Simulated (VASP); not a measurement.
The system is EuMo.

```
Eu Mo
1.0
     3.53145    0.00000    0.00000
     0.00000    3.53145    0.00000
     0.00000    0.00000    3.53145
Eu Mo
1 1
Direct
  0.50000 0.50000 0.50000
  0.00000 0.00000 0.00000
```

The cell was built by a generator and needn't be a form met in nature.

| Property | Result |
| --- | --- |
| Program | VASP 6.6.1 |
| Task | relaxation of cell and atoms |
| Functional | RPBE |
| Potentials or basis | VASP PAW PBE potentials, release 64 (Eu, Mo_sv) |
| Cutoff | 600 eV |
| k mesh | 6 × 6 × 6 |
| Occupations | fermi-dirac, width 0.05 eV |
| Spin | collinear spin, ferromagnetic start |
| Starting moments | [7.0, 1.0] μB |

At the start: pressure 4.8 GPa; volume 22.02 Å³/atom.

How do energy, volume and symmetry change on relaxing?

Over 3 steps the energy falls by 45.9 meV/atom and the volume is 24.87 Å³/atom (+12.9 %); space group Pm-3m (No. 221, to 0.05 Å); moment 3.93 μB per cell.

Step by step:
| step | energy change (eV) | largest force (eV/Å) | pressure (GPa) | volume (Å³) |
| --- | --- | --- | --- | --- |
| 1 | 0.0000 | 0.0000 | 4.82 | 44.04 |
| 2 | -0.0862 | 0.0000 | 1.26 | 48.40 |
| 3 | -0.0918 | 0.0000 | 0.09 | 49.73 |

Final structure:
```
CELL_PARAMETERS angstrom
3.67745 0.00000 0.00000
0.00000 3.67745 0.00000
0.00000 0.00000 3.67745
ATOMIC_POSITIONS crystal
Eu 0.50000 0.50000 0.50000
Mo 0.00000 0.00000 0.00000
```

Caveat: the PAW data sets were made with another functional, which shifts forces and pressure a little; without U or exact exchange the open f shell lies at the Fermi level, which spoils levels, moments and volumes.
